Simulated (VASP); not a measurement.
# NbVTe4: relaxation of cell and atoms with PBE

The system is NbVTe4.

```xyz
6
Lattice="0.0000 4.2732 4.2732 4.2732 0.0000 4.2732 4.2732 4.2732 0.0000" Properties=species:S:1:pos:R:3 pbc="T T T"
Nb    4.2732    4.2732    4.2732
V     2.1366    2.1366    2.1366
Te    5.3350    7.4845    5.3350
Te    5.3350    5.3350    7.4845
Te    7.4845    5.3350    5.3350
Te    7.4845    7.4845    7.4845
```

The cell was built by a generator and needn't be a form met in nature.

```yaml
Program: VASP 6.6.1
Task: relaxation of cell and atoms
Functional: PBE
Potentials_or_basis: VASP PAW PBE potentials, release 64 (Nb_sv, V_sv, Te)
Cutoff: 520 eV
k_mesh: 3 × 3 × 3
Occupations: gaussian, width 0.15 eV
Spin: collinear spin, ferromagnetic start
Starting_moments: "[0.0, 2.0, 0.0, 0.0, 0.0, 0.0] μB"
Further_INCAR_settings: PREC = Normal; ALGO = Fast; EDIFF = 0.0001; IBRION = 2; EDIFFG = -0.08; NSW = 24; ISIF = 3
```

```
Relaxed volume                                        : 27.74 Å³/atom
Relaxed cell                                          : a = 6.175 Å, b = 6.175 Å, c = 6.175 Å, α = 60.00°, β = 60.00°, γ = 60.00°
Space group after relaxing (to 0.05 Å)                : F-43m (No. 216)
Energy gained by relaxing                             : 19.0 meV/atom
Ionic steps                                           : 3
Pressure after relaxing                               : -0.2 GPa
Largest force after relaxing                          : 0.023 eV/Å
Band gap on the k mesh                                : none (metal or under the smearing width)
Net moment                                            : 1.31 μB per cell
Site moments                                          : Nb -1.57; V +2.84; Te -0.00 μB
Valence electrons inside the program's atomic spheres : Nb 10.45; V 11.20; Te 3.31
```

Forces on the atoms (eV/Å):
```
Nb   0.000  0.000  0.000
V    0.000  0.000  0.000
Te  -0.013  0.013 -0.013
Te  -0.013 -0.013  0.013
Te   0.013 -0.013 -0.013
Te   0.013  0.013  0.013
```

Step by step:
```csv
step,energy change (eV),largest force (eV/Å),pressure (GPa),volume (Å³)
1,0.0000,0.3741,3.40,156.05
2,-0.1090,0.0881,-0.58,168.84
3,-0.1141,0.0231,-0.16,166.47
```

Final structure:
```xyz
6
Lattice="0.0000 4.3661 4.3661 4.3661 0.0000 4.3661 4.3661 4.3661 0.0000" Properties=species:S:1:pos:R:3 pbc="T T T"
Nb    4.3661    4.3661    4.3661
V     2.1831    2.1831    2.1831
Te    5.4598    7.6386    5.4598
Te    5.4598    5.4598    7.6386
Te    7.6386    5.4598    5.4598
Te    7.6386    7.6386    7.6386
```

Levels at points of the mesh, in eV from the Fermi level:
Spin up:
```csv
k point,band 23,band 24,band 25,band 26,band 27,band 28
"(0.00, 0.00, 0.00)",0.00,0.00,1.03,1.03,1.03,1.72
```
Spin down:
```csv
k point,band 20,band 21,band 22,band 23,band 24,band 25,band 26,band 27,band 28,band 29
"(0.00, 0.00, 0.00)",-0.33,-0.33,-0.33,0.55,0.55,1.60,1.61,1.61,1.75,1.75
```

It took 96 s on 1 thread of Intel(R) Xeon(R) 6975P-C (Granite Rapids), on a shared host, peak memory 0.27 GiB.

Caveat: the k mesh is coarse (spacing up to 0.42 Å⁻¹), so the values aren't converged; the relaxation stopped at a loose force limit of 0.08 eV/Å, so its end isn't a converged minimum. The run has no spin-orbit coupling, so splittings on Te are missing.
